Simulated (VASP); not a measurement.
A VASP calculation is set up with these files.

### POSCAR
```
AlN
1
    0.0000000000     2.1900000000     2.1900000000
    2.1900000000     0.0000000000     2.1900000000
    2.1900000000     2.1900000000     0.0000000000
Al N
1 1
Direct
  0.0000000000   0.0000000000   0.0000000000
  0.2500000000   0.2500000000   0.2500000000
```

INCAR:
```
SYSTEM = AlN
PREC = Accurate
ENCUT = 520
EDIFF = 1E-6
NELM = 100
ALGO = Normal
LREAL = .FALSE.
LASPH = .TRUE.
ISMEAR = 0
SIGMA = 0.05
GGA = PE
LWAVE = .FALSE.
LCHARG = .FALSE.
ISIF = 2
```

**KPOINTS**
```
k-points along high-symmetry lines
6
Line-mode
Reciprocal
  0.000000   0.000000   0.000000 ! GAMMA
 -0.500000  -0.500000   0.000000 ! X

 -0.500000  -0.500000   0.000000 ! X
 -0.375000  -0.375000   0.250000 ! U

 -0.375000  -0.000000   0.375000 ! K
  0.000000   0.000000   0.000000 ! GAMMA

  0.000000   0.000000   0.000000 ! GAMMA
 -0.000000  -0.000000   0.500000 ! L

 -0.000000  -0.000000   0.500000 ! L
 -0.500000  -0.250000   0.250000 ! W

 -0.500000  -0.250000   0.250000 ! W
 -0.500000  -0.500000   0.000000 ! X
```

POTCAR, in this order: Al N (PBE.64 set). Program: vasp_std.

Output

### standard output
```
 POSCAR found type information on POSCAR AlN
 POSCAR found :  2 types and       2 ions
 Reading from existing POTCAR
 Reading from existing POTCAR
 LDA part: xc-table for (Slater+PW92), standard interpolation
 POSCAR, INCAR and KPOINTS ok, starting setup
 WAVECAR not read
 entering main loop
       N       E                     dE             d eps       ncg     rms          rms(c)
DAV:   1     0.996969056060E+01    0.99697E+01   -0.40498E+03   608   0.818E+02
DAV:   2    -0.159929094145E+02   -0.25963E+02   -0.25150E+02   776   0.138E+02
DAV:   3    -0.164972833699E+02   -0.50437E+00   -0.50437E+00   656   0.247E+01
DAV:   4    -0.164988164976E+02   -0.15331E-02   -0.15331E-02   872   0.131E+00
DAV:   5    -0.164988202173E+02   -0.37197E-05   -0.37197E-05   688   0.479E-02    0.912E+00
DAV:   6    -0.137860118097E+02    0.27128E+01   -0.14993E+01   632   0.252E+01    0.307E+00
DAV:   7    -0.137736458949E+02    0.12366E-01   -0.12198E-01   640   0.345E+00    0.213E+00
DAV:   8    -0.137712757375E+02    0.23702E-02   -0.21254E-02   608   0.202E+00    0.389E-01
DAV:   9    -0.137711150447E+02    0.16069E-03   -0.64670E-04   824   0.201E-01    0.220E-01
DAV:  10    -0.137713007802E+02   -0.18574E-03   -0.34469E-04   584   0.160E-01    0.191E-02
DAV:  11    -0.137713026468E+02   -0.18667E-05   -0.93525E-06   768   0.246E-02    0.149E-02
DAV:  12    -0.137713029379E+02   -0.29102E-06   -0.10518E-06   592   0.960E-03
   1 F= -.13771303E+02 E0= -.13771303E+02  d E =-.165486E-14
```

File OUTCAR:
```
------------------------ aborting loop because EDIFF is reached ----------------------------------------
  FORCE on cell =-STRESS in cart. coord.  units (eV):
  Direction    XX          YY          ZZ          XY          YZ          ZX
  --------------------------------------------------------------------------------------
  Total        0.7533710      0.7533710      0.7533710      0.0000000     -0.0000000      0.0000000
  in kB       57.4588746     57.4588746     57.4588746      0.0000000     -0.0000000      0.0000000
  external PRESSURE =      57.4588746 kB  Pullay stress =       0.0000000 kB
  volume of cell :       21.01
      direct lattice vectors                 reciprocal lattice vectors
     0.000000000  2.190000000  2.190000000    -0.228310502  0.228310502  0.228310502
     2.190000000  0.000000000  2.190000000     0.228310502 -0.228310502  0.228310502
     2.190000000  2.190000000  0.000000000     0.228310502  0.228310502 -0.228310502
  FREE ENERGIE OF THE ION-ELECTRON SYSTEM (eV)
  ---------------------------------------------------
  free  energy   TOTEN  =       -13.7713029379 eV

  energy  without entropy=      -13.7713029379  energy(sigma->0) =      -13.77130294
```
(Selected blocks of OUTCAR.)

Question: Read input and log: which fault does this run have?
A) NBANDS is too small to hold all electrons
B) a line-mode KPOINTS file was used for a self-consistent run
C) Methfessel-Paxton smearing was used on a material with a gap
D) SIGMA is far too large

Answer: B, a line-mode KPOINTS file was used for a self-consistent run. The run ends without an error. Against the sound run, the energy per atom (σ→0) goes up by 0.537 eV/atom; the pressure rises by 2.87 GPa.

To mend it, correct KPOINTS.
**KPOINTS**
```
Automatic mesh
0
Gamma
8 8 8
0 0 0
```
The mended run (PBE GGA, plane waves, VASP's PBE PAW potentials (set 64)) converges, and its OSZICAR ends with
```
   1 F= -.14844434E+02 E0= -.14844434E+02  d E =-.778369E-14
```

The compound is AlN in the zinc blende structure, a metastable form; wurtzite is the usual one. The cell was not relaxed at this level.
